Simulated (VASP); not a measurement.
VASP runs on ZnCl₂ (space group Pnnm) share one base input (PBE GGA, plane waves, VASP's PBE PAW potentials (set 64)) and change the settings named in each case.

File KPOINTS:
```
Automatic mesh
0
Gamma
4 3 5
0 0 0
```

File POSCAR:
```
ZnCl2
1
    4.7577730000     0.0000000000     0.0000000000
    0.0000000000     5.8068250000     0.0000000000
    0.0000000000     0.0000000000     3.6250100000
Zn Cl
2 4
Direct
  0.0000000000   0.0000000000   0.0000000000
  0.5000000000   0.5000000000   0.5000000000
  0.2004000000   0.3787000000   0.0000000000
  0.7004000000   0.1213000000   0.5000000000
  0.2996000000   0.8787000000   0.5000000000
  0.7996000000   0.6213000000   0.0000000000
```

### INCAR
```
SYSTEM = ZnCl2
PREC = Accurate; ENCUT = 300; LREAL = F
LASPH = T
EDIFF = 1E-6; NELM = 100; ALGO = Normal
LMAXMIX = 4
ISMEAR = 0; SIGMA = 0.1
GGA = PE
ISIF = 2
LWAVE = F; LCHARG = F
```

POTCAR, in this order: Zn Cl (PBE.64 set). Program: vasp_std.

```csv
change,E(σ→0) (eV/atom),pressure (GPa)
base run,-2.0137,20.80
GGA = PS,-2.3889,___
KPOINTS 1×1×1 Γ-centred mesh,-0.9941,32.30
"LDAU = .TRUE., LDAUJ = 0 0, LDAUL = 2 -1, LDAUTYPE = 2, LDAUU = 6.0 0",-1.9352,___
```

Question: Some entries are withheld; supply them.

Answer: 
- LDAU = .TRUE., LDAUJ = 0 0, LDAUL = 2 -1, LDAUTYPE = 2, LDAUU = 6.0 0, pressure (GPa): 17.20
- GGA = PS, pressure (GPa): 15.88

Energies of different potentials or functionals have different zeros.  At 300 eV the pressure can carry a Pulay error.

Left out are runs that ran out of time, are held back, or changed the cell or the kind of run, fixed moments of cells without a moment, rows past the twelfth, gaps on odd meshes, pressures of charged cells and columns that move by less than the noise.

The structure was generated: ZnCl2 was put into an ordered model structure, which need not be its known phase. The cell was not relaxed at this level, its lattice was scaled by up to 2.5 %.
